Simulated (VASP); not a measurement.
**Fitting the PBE energy curve of Nb3Tl**

```cif
data_structure
_symmetry_space_group_name_H-M 'Pm-3n'
_symmetry_Int_Tables_number 223
_cell_length_a 5.2970
_cell_length_b 5.2970
_cell_length_c 5.2970
_cell_angle_alpha 90.000
_cell_angle_beta 90.000
_cell_angle_gamma 90.000
_cell_volume 148.62
loop_
_atom_site_label
_atom_site_type_symbol
_atom_site_symmetry_multiplicity
_atom_site_Wyckoff_symbol
_atom_site_fract_x
_atom_site_fract_y
_atom_site_fract_z
_atom_site_occupancy
Tl1 Tl 2 a 0.50000 0.50000 0.50000 1
Nb1 Nb 6 c 0.00000 0.50000 0.25000 1
```

The cell was scaled at fixed shape and fractions and run with VASP, PBE PAW files Nb_sv, Tl_d, 520 eV; PBE, k mesh 5 × 5 × 5 on the cell of 8 atoms, fermi-dirac occupations of 0.05 eV, no spin polarisation, no spin-orbit coupling. Energies are those that the program minimises, any entropy of the smearing included. For a metal such a mesh isn't converged to the digits shown.

| V (Å³/atom) | energy over the lowest row (meV/atom) |
| --- | --- |
| 17.4634 | 78.89 |
| 17.8349 | ? |
| 18.2065 | 21.39 |
| 18.5780 | 6.65 |
| 18.9496 | 0.00 |
| 19.3212 | 0.64 |
| 19.6927 | 7.85 |

**Question.** Fit the third-order Birch-Murnaghan form, give V0, B0 and B′, and predict the energy left open.

**Answer.** With y = (V0/V)^(2/3), E = E0 + (9 V0 B0/16) [(y - 1)³ B′ + (y - 1)² (6 - 4y)]. Least squares through the rows shown give V0 = 19.0994 Å³/atom, E0 = -0.58 meV, B0 = 154.8 GPa (1 eV/Å³ = 160.218 GPa) and B′ = 4.38, with a largest miss of 0.01 meV. At V = 17.8349 the form with these constants gives 45.15 meV; the run gave 45.13 meV an atom.
